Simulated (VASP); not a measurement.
Input:

```
AuPd
1.0
    0.00000     1.99380     1.99380
    1.99380     0.00000     1.99380
    7.93352     7.93352     0.04168
Pd Au
2 2
Cartesian
  2.02168   2.02168   3.95973
  1.95550   1.95550   0.03830
  3.93328   3.93328   0.05433
  7.97743   7.97743   3.98538
```

Calculation: PBEsol GGA, VASP's PBE PAW potentials (set 64) (plane waves; VASP). Run with 400 eV cut-off, Gaussian smearing of 0.050 eV, potentials Pd Au.

### Question
Give the energies of bands 11 to 24 at the high-symmetry points, in eV from the Fermi level.

### Answer

```
band      Γ      T     H2      L     S0      F
----  -----  -----  -----  -----  -----  -----
11    -3.17  -3.12  -3.35  -2.71  -3.34  -2.82
12    -3.17  -3.01  -3.13  -2.25  -3.16  -2.61
13    -2.72  -2.88  -2.99  -1.77  -2.98  -2.00
14    -2.72  -2.88  -1.89  -1.64  -1.90  -1.48
15    -2.61  -2.30  -1.88  -1.50  -1.87  -1.42
16    -2.16  -2.30  -1.51  -1.35  -1.51  -0.63
17    -2.16  -1.92  -1.39  -1.19  -1.40  -0.35
18    -2.11  -1.84  -1.01  -0.48  -1.00  -0.28
19    -2.11  -1.84  -0.40   0.00  -0.41  -0.04
20    -1.14  -1.64  -0.33   0.14  -0.32   0.00
21    -1.14  -1.10   3.54   1.32   3.50   0.16
22    -0.27  -1.10   3.67   1.33   3.74   1.75
23    -0.27  -0.36   4.86   2.69   4.85   2.56
24     0.19  -0.36   5.21   2.82   5.34   2.82
```

It has no gap at this level: it comes out as a metal or semimetal.

The structure was generated: Au2Pd2 was put into an ordered model structure (R-3m), which need not be its known phase. It was relaxed first.
